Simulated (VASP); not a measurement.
Given:

```
CELL_PARAMETERS angstrom
      3.79126     0.00000     0.00000
      0.00000     3.79126     0.00000
      0.00000     0.00000     4.82887
ATOMIC_POSITIONS crystal
  Sn 0.50000 0.00000 0.76200
  Sn 0.00000 0.50000 0.23800
  O  0.50000 0.50000 0.00000
  O  0.00000 0.00000 0.00000
```

Computed with PBE GGA, VASP's PBE PAW potentials (set 64) (plane waves; VASP). Numerical set-up: 400 eV cut-off, 7×7×6 Γ-centred mesh, Fermi-Dirac smearing of 0.020 eV, potentials Sn_d O.

At this cut-off the stress carries a Pulay error, which pulls relaxed volumes low.

Estimate the energy per atom (σ→0), pressure, largest force.

The energy per atom (σ→0) is -5.672 eV/atom, the pressure comes out as 2.59 GPa and the largest force is 0.567 eV/Å.

The absolute energy has meaning only against runs of the same code, potentials and settings.

The structure is a typed SnO crystal (P4/nmm). The cell was not relaxed at this level.
